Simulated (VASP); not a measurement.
Data:

```xyz
3
Lattice="1.8344 -3.1772 0.0000 1.8344 3.1772 0.0000 0.0000 0.0000 5.7930" Properties=species:S:1:pos:R:3 pbc="T T T"
Sn     0.0000     0.0000     0.0000
S      1.8344     1.0591     1.4761
S      1.8344    -1.0591     4.3169
```

These are PBE GGA with D4 dispersion, VASP's PBE PAW potentials (set 64) (plane waves; VASP 6.6.1) values and carry that method's errors. Run with 520 eV cut-off, 8×8×5 Γ-centred mesh, tetrahedra with Blöchl corrections, potentials Sn_d S.

### Question
What does the run give for the energy per atom (σ→0)?

### Answer

- energy per atom (σ→0): -4742 meV/atom

The absolute energy has meaning only against runs of the same code, potentials and settings.

The compound is SnS2 in the 1T layered structure. It was relaxed first.
